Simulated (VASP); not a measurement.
Calculation: vdW-DF2, VASP's PBE PAW potentials (set 64) (plane waves; VASP).

VASP ran on this input.

**INCAR**
```
# general
SYSTEM  =GaP
PREC    =Accurate
ENCUT   =520   # plane-wave cut-off (eV)
LREAL   =.False.
LASPH   =.True.   # aspherical one-centre terms

# electronic loop
EDIFF   =1E-7
NELM    =100   # most electronic steps
ALGO    =Normal
LMAXMIX =4   # l cut-off of mixed one-centre charges

# smearing
ISMEAR  =0   # Gaussian
SIGMA   =0.05

# functional
GGA     =ML
LUSE_VDW=.True.
AGGAC   =0.0
ZAB_VDW =-1.8867

# ions
ISIF    =2   # forces and stress, cell fixed

# output
LWAVE   =.False.
LCHARG  =.False.
```

**KPOINTS**
```
Regular mesh
0
G
8 8 8
0 0 0
```

POSCAR:
```
GaP
1
    0.0000000000     2.8420687659     2.8420687659
    2.8420687659     0.0000000000     2.8420687659
    2.8420687659     2.8420687659     0.0000000000
Ga P
1 1
Direct
  0.0000000000   0.0000000000   0.0000000000
  0.2500000000   0.2500000000   0.2500000000
```

POTCAR, in this order: Ga_d P (PBE.64 set). Program: vasp_std.

The run wrote:

**OUTCAR**
```
 ion  position               nearest neighbor table
   1  0.000  0.000  0.000-   2 2.46   2 2.46   2 2.46   2 2.46
   2  0.250  0.250  0.250-   1 2.46   1 2.46   1 2.46   1 2.46
  LATTYP: Found a face centered cubic cell.
 ALAT       =     5.6841375318
 Subroutine PRICEL returns:
 Original cell was already a primitive cell.
 Subroutine GETGRP returns: Found 24 space group operations
The static configuration has the point symmetry T_d .
The dynamic configuration has the point symmetry T_d .
 Subroutine INISYM returns: Found 24 space group operations
 Subroutine IBZKPT returns following result:
 Found     29 irreducible k-points:

 Following reciprocal coordinates:
            Coordinates               Weight
  0.000000  0.000000  0.000000      1.000000
  0.125000  0.000000  0.000000      8.000000
  0.250000  0.000000  0.000000      8.000000
  0.375000  0.000000  0.000000      8.000000
  0.500000  0.000000  0.000000      4.000000
  0.125000  0.125000  0.000000      6.000000
  0.250000  0.125000  0.000000     24.000000
  0.375000  0.125000  0.000000     24.000000
  0.500000  0.125000  0.000000     24.000000
 -0.375000  0.125000  0.000000     24.000000
 -0.250000  0.125000  0.000000     24.000000
 -0.125000  0.125000  0.000000     12.000000
  0.250000  0.250000  0.000000      6.000000
  0.375000  0.250000  0.000000     24.000000
  0.500000  0.250000  0.000000     24.000000
 -0.375000  0.250000  0.000000     24.000000
 -0.250000  0.250000  0.000000     12.000000
  0.375000  0.375000  0.000000      6.000000
  0.500000  0.375000  0.000000     24.000000
 -0.375000  0.375000  0.000000     12.000000
  0.500000  0.500000  0.000000      3.000000
  0.375000  0.250000  0.125000     24.000000
  0.500000  0.250000  0.125000     48.000000
 -0.375000  0.250000  0.125000     24.000000
...
```

**OSZICAR**
```
       N       E                     dE             d eps       ncg     rms          rms(c)
DAV:   1     0.868073211754E+02    0.86807E+02   -0.94463E+03   762   0.190E+03
DAV:   2     0.268227068839E+01   -0.84125E+02   -0.81029E+02   819   0.325E+02
DAV:   3    -0.380475999940E+01   -0.64870E+01   -0.64447E+01   929   0.769E+01
DAV:   4    -0.393989668370E+01   -0.13514E+00   -0.13506E+00   900   0.119E+01
DAV:   5    -0.394306236392E+01   -0.31657E-02   -0.31655E-02  1000   0.149E+00    0.314E+00
DAV:   6    -0.363119756255E+01    0.31186E+00   -0.75653E-01  1063   0.116E+01    0.192E+00
DAV:   7    -0.361608029377E+01    0.15117E-01   -0.14634E-01   882   0.241E+00    0.110E+00
DAV:   8    -0.361489246203E+01    0.11878E-02   -0.21748E-02   914   0.184E+00    0.814E-02
DAV:   9    -0.361478014359E+01    0.11232E-03   -0.26811E-03  1019   0.102E+00    0.476E-02
DAV:  10    -0.361480848349E+01   -0.28340E-04   -0.15438E-04   874   0.155E-01    0.295E-02
DAV:  11    -0.361482369455E+01   -0.15211E-04   -0.45164E-05   794   0.699E-02    0.104E-02
DAV:  12    -0.361482347319E+01    0.22136E-06   -0.12350E-06  1022   0.147E-02    0.659E-03
DAV:  13    -0.361482359561E+01   -0.12243E-06   -0.35462E-07   839   0.558E-03    0.293E-03
DAV:  14    -0.361482360236E+01   -0.67421E-08   -0.32315E-08   447   0.353E-03
   1 F= -.36148236E+01 E0= -.36148236E+01  d E =-.210577E-15
```

OUTCAR:
```
------------------------ aborting loop because EDIFF is reached ----------------------------------------
  FORCE on cell =-STRESS in cart. coord.  units (eV):
  Direction    XX          YY          ZZ          XY          YZ          ZX
  --------------------------------------------------------------------------------------
  Total       -0.4873713     -0.4873713     -0.4873713     -0.0000000      0.0000000     -0.0000000
  in kB      -17.0073545    -17.0073545    -17.0073545     -0.0000000      0.0000000     -0.0000000
  external PRESSURE =     -17.0073545 kB  Pullay stress =       0.0000000 kB
  volume of cell :       45.91
      direct lattice vectors                 reciprocal lattice vectors
     0.000000000  2.842068766  2.842068766    -0.175928185  0.175928185  0.175928185
     2.842068766  0.000000000  2.842068766     0.175928185 -0.175928185  0.175928185
     2.842068766  2.842068766  0.000000000     0.175928185  0.175928185 -0.175928185
  FREE ENERGIE OF THE ION-ELECTRON SYSTEM (eV)
  ---------------------------------------------------
  free  energy   TOTEN  =        -3.6148236024 eV

  energy  without entropy=       -3.6148236024  energy(sigma->0) =       -3.61482360
```
(Selected blocks of OUTCAR.)

**OUTCAR**
```
 val. band max:        3.4429972812   @ k =   0.0000   0.0000   0.0000

 cond. band min:       3.9913951657   @ k =   0.0000   0.0000   0.0000


 Fermi energy:         3.7046705715

 k-point     1 :       0.0000    0.0000    0.0000
  band No.  band energies     occupation
      1     -11.0242      2.00000
      2     -11.0242      2.00000
      3     -11.0242      2.00000
      4     -10.9590      2.00000
      5     -10.9590      2.00000
      6      -8.1949      2.00000
      7       3.4430      2.00000
      8       3.4430      2.00000
      9       3.4430      2.00000
     10       3.9914      0.00000
     11       7.3987      0.00000
     12       7.3987      0.00000
     13       7.3987      0.00000

 k-point     2 :       0.1250    0.0000    0.0000
  band No.  band energies     occupation
      1     -11.0315      2.00000
      2     -11.0212      2.00000
      3     -11.0212      2.00000
      4     -10.9590      2.00000
      5     -10.9590      2.00000
      6      -8.0260      2.00000
      7       1.7251      2.00000
      8       3.2599      2.00000
      9       3.2599      2.00000
     10       5.0308      0.00000
     11       7.6899      0.00000
     12       7.6900      0.00000
     13       7.7025      0.00000

 k-point     3 :       0.2500    0.0000    0.0000
  band No.  band energies     occupation
      1     -11.0484      2.00000
      2     -11.0148      2.00000
      3     -11.0148      2.00000
      4     -10.9581      2.00000
      5     -10.9581      2.00000
      6      -7.5507      2.00000
      7      -0.2390      2.00000
      8       2.9017      2.00000
      9       2.9017      2.00000
     10       5.0470      0.00000
     11       8.1594      0.00000
     12       8.1594      0.00000
     13       9.1276      0.00000

 k-point     4 :       0.3750    0.0000    0.0000
  band No.  band energies     occupation
      1     -11.0647      2.00000
      2     -11.0098      2.00000
      3     -11.0098      2.00000
...
```

The compound is GaP in the zinc blende structure. This cell is one point of a volume scan, at 1.03 of the reference volume.
